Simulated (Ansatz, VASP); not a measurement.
**ZnInGaO4: VASP beside Ansatz**

One calculation is typed for both programs; each brings its own data sets. How far apart do they land? Of the first pair: The structure shown is the start of the Ansatz relaxation below; VASP solves that cell, so the two are compared at the walk's first step.

Main program and level: Ansatz 0.2.0; plane waves, with VASP 6.6.1 beside it; single point at PBEsol.

## Step 1: Set-up

The structure is trigonal, space group R3m (No. 160). The conventional cell has a = 3.248 Å, b = 3.248 Å, c = 25.213 Å, α = 90.00°, β = 90.00°, γ = 120.00°. Nearest to O lie 1 Zn at 1.92 Å and 3 In at 2.14 Å. O has 1 Ga at 1.91 Å and 3 In at 2.15 Å nearest. Nearest to O lie 3 Ga at 1.88 Å and 1 Zn at 2.46 Å. Nearest to O lie 1 Ga at 1.94 Å and 3 Zn at 1.95 Å. Nearest to Zn lie 5 O at 1.92 to 2.46 Å. Ga has 5 O at 1.88 to 1.94 Å nearest. Farther neighbours and most contacts between anions are not listed.

## Step 2: Ansatz: relaxation, PBEsol

Ansatz runs on its PAW soft_1 files.

The two programs are compared at the cell with which this relaxation starts, whose forces are those of its first step.

Contents of input.yaml:

```yaml
crystal:
  lattice:
    - [1.6241890777, 0.937726001, 8.4043443578]
    - [-1.6241890777, 0.937726001, 8.4043443578]
    - [0.0, -1.8754520027, 8.4043443577]
  atoms:
    - { symbol: O, position: [0.2948477636, 0.2948477636, 0.2948477636] }
    - { symbol: O, position: [0.7112929786, 0.7112929786, 0.7112929786] }
    - { symbol: O, position: [0.1211483201, 0.1211483201, 0.1211483201] }
    - { symbol: O, position: [0.8640456582, 0.8640456582, 0.8640456582] }
    - { symbol: Zn, position: [0.21864778, 0.21864778, 0.21864778] }
    - { symbol: Ga, position: [0.7872352362, 0.7872352362, 0.7872352362] }
    - { symbol: In, position: [0.0027832634, 0.0027832634, 0.0027832634] }
kpoints:
  mp_grid: { grid: [12, 12, 12] }
hamiltonian:
  xc: pbesol
  pseudopotentials: { kind: paw, azcp: { folder: soft_1 }, xc_functional: pbe }
scf:
  occupations: { method: gaussian, width: 0.02 }
output:
  forces: true
  stress: true
  eigenvalues: true
relax:
  adjacent_minimum: "off"
  f_tol: 0.001
  max_steps: 60
  cell: { stress_tol: 0.01, fix: [volume] }
```

Command:

```console
$ ansatz run input.yaml --threads 4 --pin off --max-ram 16384MiB --backend cpu --events-out ev --progress --plain --runs-dir out
```

Numbers of over 12 decimals in the logs are rounded to 6 here.

The program printed:

```text
basis.fft_grid_basis auto: the FFT boxes are laid along the combinations [[1, 0, -1], [0, 1, -1], [0, 0, 1]] of the cell's own vectors, 3.248, 3.248 and 8.611 Å long. The dense box has 24×24×60 points. Along the cell's own vectors, as sized, it would have 60×60×60, 6.25 times as many. Of the 6 symmetry operations that the crystal satisfies within crystal.symmetry.tolerance (time reversal apart; of a slab, those that  [...]
Engine: ansatz 0.2.0, x86_64-unknown-linux-gnu
Pseudopotentials: kind: paw
Pseudopotential: O, paw, valence charge 6, recommended cutoff 420 eV (normal), soft_1/O.paw.azcp
Pseudopotential: Zn, paw, valence charge 12, recommended cutoff 420 eV (normal), soft_1/Zn.paw.azcp
Pseudopotential: Ga, paw, valence charge 13, recommended cutoff 420 eV (normal), soft_1/Ga.paw.azcp
Pseudopotential: In, paw, valence charge 13, recommended cutoff 420 eV (normal), soft_1/In.paw.azcp
Functional definition: PBEsol
  exchange = pbesol_x
  correlation = pbesol_c
Crystal: 7 atoms, lattice volume = 76.801 Å³
Basis set: ecut = 420 eV, 1541 PW (Γ), FFT grids on a1−a3, a2−a3, a3, exchange–correlation on 48×48×120 points (8 copies of the dense FFT grid, shifted against one another)
Bands: 38, of which v1, the nominal top of the filled ones, is band 31 counted from 1 (30 counted from 0)
Symmetry: 6 space group operations
Space group: R3m (ITA 160), of the structure as read, at distance tolerance 4.3e-5 Å
k-points: 189 of 1728 (time reversal used)
Non-local potential: O, projectors of the file, l = 0: 2, l = 1: 2, l = 2: 1
Non-local potential: Zn, projectors of the file, l = 0: 2, l = 1: 2, l = 2: 3, l = 3: 1
Non-local potential: Ga, projectors of the file, l = 0: 2, l = 1: 2, l = 2: 3, l = 3: 1
Non-local potential: In, projectors of the file, l = 0: 2, l = 1: 2, l = 2: 2, l = 3: 1
PAW form: soft (Blöchl's): semilocal exchange-correlation on the pseudo side does not see the compensation charge
PAW frozen core: O, regenerated for the run's functional, and the local potential with it (the file was generated under x = pbe(κ = 0.804, μ = 0.219515), c = pbe(β = 0.066725))
PAW frozen core: Zn, regenerated for the run's functional, and the local potential with it (the file was generated under x = pbe(κ = 0.804, μ = 0.219515), c = pbe(β = 0.066725))
PAW frozen core: Ga, regenerated for the run's functional, and the local potential with it (the file was generated under x = pbe(κ = 0.804, μ = 0.219515), c = pbe(β = 0.066725))
PAW frozen core: In, regenerated for the run's functional, and the local potential with it (the file was generated under x = pbe(κ = 0.804, μ = 0.219515), c = pbe(β = 0.066725))
PAW one-centre angular grid: O, 110 points (default); XC on 64 Gauss nodes
PAW one-centre angular grid: Zn, 590 points (default); XC on 64 Gauss nodes
PAW one-centre angular grid: Ga, 590 points (default); XC on 64 Gauss nodes
PAW one-centre angular grid: In, 590 points (default); XC on 64 Gauss nodes
Initial density: superposition of atomic densities (chi_scale 0.1, normalization cell, long waves kept (reshape's long-wave potential 0.52 eV rms))
Initial wavefunctions: pseudopotential atomic-orbital guess
Functional: x = pbesol(κ = 0.804, μ = 0.123457), c = pbesol(β = 0.046)
SCF iter   1: F=—  HF=-14795.919756 eV  |F-HF|=—  |Δ(HF+E_count)|=         —  Δρ=9.95e-2  dr2=4.58e0  ethr=3.10e-3  ⟨swp⟩=6.1  Hψ=29356  notcnv=0
preconditioner: auto → Resta (q_TF=auto, 2.633 Å⁻¹)  ε∞=4.9  [insulator: Δε(μ)=2.113 eV  Ē_g=16.974 eV  σ=0.020 eV  W_gap=1.00  n_scr=30 (ndim 8)  ℏωp=33.4 eV  f_vac=0.000  D(μ)=0.00/eV (n_scr^D=0)  ε∞_Penn≈4.9]
SCF iter   2: F=—  HF=-14794.841919 eV  |F-HF|=—  |Δ(HF+E_count)|=    1.08e0  Δρ=3.96e-2  dr2=9.88e-1  ethr=3.10e-3  ⟨swp⟩=2.1  Hψ=14697  notcnv=0  defer=447
SCF iter   3: F=—  HF=-14794.560356 eV  |F-HF|=—  |Δ(HF+E_count)|=   2.82e-1  Δρ=1.99e-2  dr2=2.74e-1  ethr=1.59e-3  ⟨swp⟩=2.1  Hψ=12704  notcnv=0  defer=435
SCF iter   4: F=—  HF=-14794.477482 eV  |F-HF|=—  |Δ(HF+E_count)|=   8.29e-2  Δρ=7.64e-3  dr2=3.11e-2  ethr=4.42e-4  ⟨swp⟩=3.0  Hψ=11176  notcnv=0  defer=435
SCF iter   5: F=—  HF=-14794.485565 eV  |F-HF|=—  |Δ(HF+E_count)|=   8.08e-3  Δρ=3.01e-3  dr2=5.01e-3  ethr=5.01e-5  ⟨swp⟩=2.2  Hψ=14732  notcnv=0  defer=440
SCF iter   6: F=—  HF=-14794.482347 eV  |F-HF|=—  |Δ(HF+E_count)|=   3.22e-3  Δρ=1.00e-3  dr2=5.61e-4  ethr=8.08e-6  ⟨swp⟩=2.1  Hψ=13096  notcnv=0  defer=440
[...]
iter 1 solved again at ethr=1.20e-9 eV; its pass at ethr=3.10e-3 eV (dr2=7.41e-7 eV) is discarded
SCF iter   1: F=—  HF=-14794.482944 eV  |F-HF|=—  |Δ(HF+E_count)|=         —  Δρ=4.38e-5  dr2=7.35e-7  ethr=1.20e-9  ⟨swp⟩=2.0  Hψ=30487  notcnv=0
preconditioner: auto → Resta (q_TF=auto, 2.633 Å⁻¹)  ε∞=5.3  [insulator: Δε(μ)=1.411 eV  Ē_g=16.053 eV  σ=0.020 eV  W_gap=1.00  n_scr=30 (ndim 8)  ℏωp=33.4 eV  f_vac=0.030  D(μ)=0.00/eV (n_scr^D=0)  ε∞_Penn≈5.3]
SCF iter   2: F=—  HF=-14794.482912 eV  |F-HF|=—  |Δ(HF+E_count)|=   3.27e-5  Δρ=2.12e-5  dr2=1.61e-7  ethr=1.19e-9  ⟨swp⟩=2.1  Hψ=11433  notcnv=0
SCF iter   3: F=—  HF=-14794.482912 eV  |F-HF|=—  |Δ(HF+E_count)|=   5.22e-8  Δρ=6.96e-6  dr2=2.79e-8  ethr=2.60e-10  ⟨swp⟩=2.2  Hψ=11238  notcnv=0
SCF iter   4: F=—  HF=-14794.482912 eV  |F-HF|=—  |Δ(HF+E_count)|=   4.63e-9  Δρ=1.77e-6  dr2=4.59e-9  ethr=4.50e-11  ⟨swp⟩=2.0  Hψ=11710  notcnv=0
SCF iter   5: F=-14794.482912 eV  HF=-14794.482912 eV  |F-HF|=6.51e-10  |Δ(HF+E_count)|=  3.98e-10  Δρ=1.10e-6  dr2=8.59e-10  ethr=1.85e-12  ⟨swp⟩=4.9  Hψ=26301  notcnv=0
SCF 6 converged in 5 iterations: F = -14794.482912 eV  dr2 = 8.59e-10
relax step   6: F+E_penalty+E_count = -14794.48291157 eV  Δ(F+E_penalty+E_count) = -3.351e-7 eV  max|allowed force component| = 2.334e-3 eV/Å  Δτ_max = 0.0003 Å  P = +12.189 GPa  Ω = 76.801 Å³  energy of the carried Pulay correction = +2.946e-16 eV  fix = [volume]  reactions: volume +12.189 GPa  (5 SCF iters, dr2 threshold 1.15e-9 eV, accepted)
[...]
relax step   7: F+E_penalty+E_count = -14794.48291187 eV  Δ(F+E_penalty+E_count) = -3.045e-7 eV  max|allowed force component| = 1.329e-4 eV/Å  Δτ_max = 0.0002 Å  P = +12.189 GPa  Ω = 76.801 Å³  energy of the carried Pulay correction = +2.209e-16 eV  fix = [volume]  reactions: volume +12.189 GPa  (4 SCF iters, dr2 threshold 3.41e-10 eV, accepted)
[...]
relax step   8: F+E_penalty+E_count = -14794.48291185 eV  Δ(F+E_penalty+E_count) = +2.422e-8 eV  max|allowed force component| = 1.382e-4 eV/Å  Δτ_max = 0.0000 Å  P = +12.189 GPa  Ω = 76.801 Å³  fix = [volume]  reactions: volume +12.189 GPa  stress off target by 3.80e-3 GPa on what of the cell is left free  SCF on the basis re-selected at this cell (its energy is not comparable with the rows above)  (6 SCF iters)
basis re-selected at this cell: Δ(F+E_penalty+E_count) = +2.422e-8 eV, ΔP = -0.000 GPa vs the last step (what re-selecting the basis moved, of the pressure what is left beyond the Pulay correction that the steps carried, after the strain that the cell walked since its last selection, with what the two solves' SCF thresholds leave and, on support functions, any second-order correction that the steps lacked; it is no m [...]
SCF converged after 6 iterations
Free energy (F): -14794.482912 eV
Harris-Foulkes:  -14794.482912 eV  (|F-HF|=0.00e0)
Internal energy: -14794.482912 eV  (E = F + TS)
E sigma→0 (E₀):  -14794.482912 eV
Fermi energy:    10.077580 eV
--- Per-component energies (eV) ---
  E_band       = 67.203350
  E_kinetic    = 1161.695354
  E_local      = -5291.924044  (includes V_loc(G=0)·N_el)
  E_nonlocal   = 1284.051312
  E_hartree    = 2389.084738
  E_xc         = -563.946086
  E_vxc        = -559.359431  (∫ρ·V_xc dr)
  E_paw        = -8596.027969  (= ΣΔE_a)
  E_vpaw       = -1305.431905  (= ΣTr[D̂ρ^β])
  E_aug_tail   = 0.002633  (compensation charges beyond the density's cutoff)
  E_ewald      = -5179.456239
  E_core_change = 2.037390  (= ΣΔE_core)
  E_smearing   = -0.000000  (= −TS)
  E_closure    = 0.000000  (closes the sum)
  Σ components = -14794.482912   (vs F -14794.482912, Δ=0.00e0)
--- Forces (eV/Å), atoms counted from 1 ---
  atom   1  O      0.00000000     0.00000000    -0.00001450
  atom   2  O      0.00000000     0.00000000    -0.00007422
  atom   3  O      0.00000000    -0.00000000     0.00005168
  atom   4  O      0.00000000     0.00000000    -0.00004759
  atom   5  Zn     0.00000000     0.00000000    -0.00003055
  atom   6  Ga     0.00000000    -0.00000000     0.00013821
  atom   7  In     0.00000000     0.00000000    -0.00002270
  max |Σ_I F_I| component: 3.35e-7 eV/Å
--- Stress (GPa, compression-positive) ---
       12.187106       0.000000       0.000000
        0.000000      12.187106      -0.000000
        0.000000      -0.000000      12.192813
  P = ⅓ Tr σ = 12.1890 GPa (121.890 kbar)
--- Band table (eV; the first three rows and the last of 189) ---
  k-point 0: bands = [... 27 lower, 8.4533, 8.6842, 9.3718, 9.3718, 10.7831, 13.9935, 14.5946, 15.1181, ... 3 higher]
  k-point 1: bands = [... 27 lower, 8.4518, 8.6482, 9.1642, 9.3057, 11.2928, 14.1022, 14.7594, 15.4060, ... 3 higher]
  k-point 2: bands = [... 27 lower, 8.4446, 8.5409, 8.8908, 9.1289, 12.3104, 14.3771, 15.1471, 16.1243, ... 3 higher]
  k-point 188: bands = [... 27 lower, 8.4242, 8.4242, 9.3673, 9.3673, 12.1885, 12.4717, 14.8272, 15.4426, ... 3 higher]
--- Relaxed structure (7 steps of the walk, 7 accepted, 1 SCFs on fresh bases) ---
  F+E_penalty+E_count = -14794.48291185 eV   max|allowed force component| = 1.382e-4 eV/Å   (the final SCF, on the basis selected at the relaxed cell)
  cell:  # Å, volume = 76.8011 Å³
    - [1.624478, 0.937893, 8.401355]
    - [-1.624478, 0.937893, 8.401355]
    - [0, -1.875786, 8.401355]
  atoms:
    - { symbol: O, position: [0.294719, 0.294719, 0.294719] }
    - { symbol: O, position: [0.711325, 0.711325, 0.711325] }
    - { symbol: O, position: [0.121141, 0.121141, 0.121141] }
    - { symbol: O, position: [0.864215, 0.864215, 0.864215] }
    - { symbol: Zn, position: [0.218608, 0.218608, 0.218608] }
    - { symbol: Ga, position: [0.787293, 0.787293, 0.787293] }
    - { symbol: In, position: [0.00270081, 0.00270081, 0.00270081] }
```

## Step 3: VASP: single point, PBEsol, start cell, pair 1

The same cell, functional, mesh and smearing now go to VASP, with its own data sets.

Lines of VASP's logs that name or quote its potential files are left out, and so is its time.

Contents of INCAR:

```
SYSTEM = ZnInGaO4
PREC = Accurate
ENCUT = 520
EDIFF = 1E-06
NELM = 120
ISMEAR = 0
SIGMA = 0.02
LREAL = .FALSE.
ALGO = Normal
GGA = PS
NBANDS = 38
LORBIT = 11
LWAVE = .FALSE.
LCHARG = .FALSE.
ISIF = 2
LASPH = .TRUE.
GGA_COMPAT = .FALSE.
EFERMI = MIDGAP
KPAR = 2
```

Contents of POSCAR:

```
ZnInGaO4
1.0
    1.6241890000      0.9377260000      8.4043440000
   -1.6241890000      0.9377260000      8.4043440000
    0.0000000000     -1.8754520000      8.4043440000
O Zn Ga In
4 1 1 1
Direct
    0.2948477597      0.2948477597      0.2948477597
    0.7112929932      0.7112929932      0.7112929932
    0.1211483411      0.1211483411      0.1211483411
    0.8640457046      0.8640457046      0.8640457046
    0.2186478009      0.2186478009      0.2186478009
    0.7872352679      0.7872352679      0.7872352679
    0.0027832829      0.0027832829      0.0027832829
```

Contents of KPOINTS:

```
Automatic mesh
0
Gamma
12 12 12
0 0 0
```

Potentials, in the order of the species: O, Zn, Ga_d and In_d (PBE family, release 64).

Command:

```console
$ mpirun -np 2 vasp_std
```

The program printed:

```text
[banner, memory and clock lines left out]
running    2 mpi-ranks, on    1 nodes
 distrk:  each k-point on    1 cores,    2 groups
 distr:  one band on    1 cores,    1 groups

 POSCAR found type information on POSCAR O ZnGaIn
 POSCAR found :  4 types and       7 ions
|                                                                             |
|               ----> ADVICE to this user running VASP <----                  |
|                                                                             |
|     You enforced a specific xc type in the INCAR file but a different       |
|     [... a line on the potential file left out ...]
|     I HOPE YOU KNOW WHAT YOU ARE DOING!                                     |
|                                                                             |

 LDA part: xc-table for (Slater+PW92), standard interpolation
 POSCAR, INCAR and KPOINTS ok, starting setup
 FFT: planning ... GRIDC
 FFT: planning ... GRID_SOFT
 FFT: planning ... GRID
 WAVECAR not read
 entering main loop
       N       E                     dE             d eps       ncg     rms          rms(c)
DAV:   1     0.745913414547E+03    0.74591E+03   -0.29597E+04 15142   0.262E+03
DAV:   2     0.818287588671E+02   -0.66408E+03   -0.63005E+03 15354   0.644E+02
DAV:   3    -0.381743725804E+02   -0.12000E+03   -0.11654E+03 15706   0.234E+02
DAV:   4    -0.460422446033E+02   -0.78679E+01   -0.77928E+01 18884   0.628E+01
DAV:   5    -0.462712604780E+02   -0.22902E+00   -0.22864E+00 18142   0.107E+01    0.175E+01
DAV:   6    -0.402809964741E+02    0.59903E+01   -0.18999E+01 25700   0.715E+01    0.108E+01
DAV:   7    -0.405032440925E+02   -0.22225E+00   -0.38226E+00 15870   0.131E+01    0.529E+00
DAV:   8    -0.404389564949E+02    0.64288E-01   -0.32872E-01 23132   0.555E+00    0.237E+00
DAV:   9    -0.404189304039E+02    0.20026E-01   -0.70525E-02 25758   0.482E+00    0.361E-01
DAV:  10    -0.404192330686E+02   -0.30266E-03   -0.12679E-02 18094   0.120E+00    0.134E-01
DAV:  11    -0.404193160042E+02   -0.82936E-04   -0.28725E-03 20218   0.419E-01    0.831E-02
DAV:  12    -0.404193905053E+02   -0.74501E-04   -0.19422E-04 18910   0.181E-01    0.430E-02
DAV:  13    -0.404194232348E+02   -0.32729E-04   -0.10451E-04 17908   0.110E-01    0.140E-02
DAV:  14    -0.404194211312E+02    0.21036E-05   -0.17018E-05 20396   0.406E-02    0.664E-03
DAV:  15    -0.404194213384E+02   -0.20726E-06   -0.62166E-06 16264   0.165E-02
   1 F= -.40419421E+02 E0= -.40419421E+02  d E =0.000000E+00
```

From OUTCAR (step 3):

```text
ion  position               nearest neighbor table
   1  0.295  0.295  0.295-   5 1.92   7 2.14   7 2.14   7 2.14
   2  0.711  0.711  0.711-   6 1.91   7 2.15   7 2.15   7 2.15
   3  0.121  0.121  0.121-   6 1.88   6 1.88   6 1.88   5 2.46   7 2.98
   4  0.864  0.864  0.864-   6 1.94   5 1.95   5 1.95   5 1.95
   5  0.219  0.219  0.219-   1 1.92   4 1.95   4 1.95   4 1.95   3 2.46   7 3.51   7 3.51   7 3.51

  LATTYP: Found a trigonal (rhomboedric) cell.
 ALAT       =     8.6110578926
 COS(alpha) =     0.9288475044

 Subroutine GETGRP returns: Found  6 space group operations
 (whereof  6 operations were pure point group operations)

The static configuration has the point symmetry C_3v.

 Found    189 irreducible k-points:

   k-points           NKPTS =    189   k-points in BZ     NKDIM =    189   number of bands    NBANDS=     38

   dimension x,y,z NGX =    64 NGY =   64 NGZ =   64
   dimension x,y,z NGXF=   128 NGYF=  128 NGZF=  128

   ENCUT  =  520.0 eV  38.22 Ry    6.18 a.u.  16.01 16.01 16.01*2*pi/ulx,y,z

   NELECT =      62.0000    total number of electrons

 k-points in reciprocal lattice and weights: Automatic mesh
   0.00000000  0.00000000  0.00000000       0.001
   0.08333333  0.00000000  0.00000000       0.003
   0.16666667  0.00000000 -0.00000000       0.003
   0.25000000  0.00000000 -0.00000000       0.003
   0.33333333  0.00000000 -0.00000000       0.003
   0.41666667  0.00000000  0.00000000       0.003
   0.50000000  0.00000000 -0.00000000       0.002
   0.08333333  0.08333333  0.00000000       0.003
   0.16666667  0.08333333 -0.00000000       0.007
[...]
-0.41666667  0.50000000  0.41666667       0.003
   0.50000000  0.50000000  0.50000000       0.001

 average (electrostatic) potential at core
       1 -69.2831       2 -69.3686       3 -69.8455       4 -69.2304       5 -31.5658
       6 -63.8117       7 -94.1667

 E-fermi :   5.3728

 k-point     1 :       0.0000    0.0000    0.0000
  band No.  band energies     occupation
    ...
     27       3.7469      2.00000
     28       3.7469      2.00000
     29       3.9767      2.00000
     30       4.6681      2.00000
     31       4.6681      2.00000
     32       6.0774      0.00000
     33       9.2903      0.00000
     34       9.8866      0.00000
     35      10.3953      0.00000
     36      15.0150      0.00000
    ...

 k-point     2 :       0.0833    0.0000    0.0000
  band No.  band energies     occupation
    ...
     27       3.5650      2.00000
     28       3.7452      2.00000
     29       3.9401      2.00000
     30       4.4607      2.00000
     31       4.6025      2.00000
     32       6.5879      0.00000
     33       9.3991      0.00000
     34      10.0513      0.00000
     35      10.6839      0.00000
     36      14.6433      0.00000
    ...

 k-point     3 :       0.1667    0.0000   -0.0000
  band No.  band energies     occupation
    ...
     27       3.2295      2.00000
     28       3.7378      2.00000
     29       3.8337      2.00000
     30       4.1869      2.00000
     31       4.4268      2.00000
     32       7.6064      0.00000
     33       9.6740      0.00000
     34      10.4373      0.00000
     35      11.4041      0.00000
     36      13.9931      0.00000
    ...

  Total        6.2121867      6.2121873      6.2264157      0.0000000      0.0000000     -0.0000000
  in kB      129.5947741    129.5947861    129.8916114      0.0000000      0.0000000     -0.0000000
  external PRESSURE =     129.6937239 kB  Pullay stress =       0.0000000 kB

  energy-cutoff  :      520.00
  volume of cell :       76.80
      direct lattice vectors                 reciprocal lattice vectors
     1.624189000  0.937726000  8.404344000     0.307845947  0.177734932  0.039662029
    -1.624189000  0.937726000  8.404344000    -0.307845947  0.177734932  0.039662029
     0.000000000 -1.875452000  8.404344000     0.000000000 -0.355469864  0.039662029

 POSITION                                       TOTAL-FORCE (eV/Angst)
 -----------------------------------------------------------------------------------
      0.00000      0.00000      7.43401         0.000000     -0.000000     -0.047881
      0.00000      0.00000     17.93385         0.000000      0.000000      0.053128
      0.00000      0.00000      3.05452         0.000000      0.000000     -0.027970
      0.00000      0.00000     21.78521         0.000000      0.000000      0.036026
      0.00000      0.00000      5.51277         0.000000      0.000000      0.018493
      0.00000      0.00000     19.84859         0.000000      0.000000     -0.013651
      0.00000      0.00000      0.07018         0.000000     -0.000000     -0.018146
 -----------------------------------------------------------------------------------
    total drift:                                0.000000     -0.000001     -0.000187

  FREE ENERGIE OF THE ION-ELECTRON SYSTEM (eV)
  ---------------------------------------------------
  free  energy   TOTEN  =       -40.4194213384 eV

  energy  without entropy=      -40.4194213384  energy(sigma->0) =      -40.41942134

 total charge
# of ion       s       p       d       tot
------------------------------------------
    1        1.555   3.469   0.000   5.025
    2        1.560   3.490   0.000   5.050
    3        1.550   3.539   0.000   5.090
    4        1.548   3.491   0.000   5.039
    5        0.468   0.541   9.934  10.942
    6        0.707   0.850  10.308  11.865
    7        0.658   0.713  10.104  11.476
--------------------------------------------------
tot          8.047  16.093  30.346  54.486

[... 3 further parts left out ...]
```

The PAW data sets were made with PBE, which is usual practice but a small mismatch for other functionals.

## Step 4: Side by side

Known differences besides the potentials themselves: the cutoff is 420 eV in Ansatz and 520 eV in VASP; Ansatz makes its cores anew for this functional, VASP keeps those of its PBE data sets. Total energies have different zeros and are not compared.

At this near-relaxed geometry the largest component of a force difference is 24 meV/Å.

(Continued in part 2 of 2.)

[Lines on the potential files, build, host, timing and source positions are cut from VASP's logs without a mark.]

[Logs are printed without paths, hosts, clocks, repeated set-up lines and the standing remarks that a program may print on its own settings, such as how far it seeks lower states.]

[Hosts, paths, dates, database ids (printed as entryN), source tags and the programs' standing remarks are cut or masked in the printed files.]
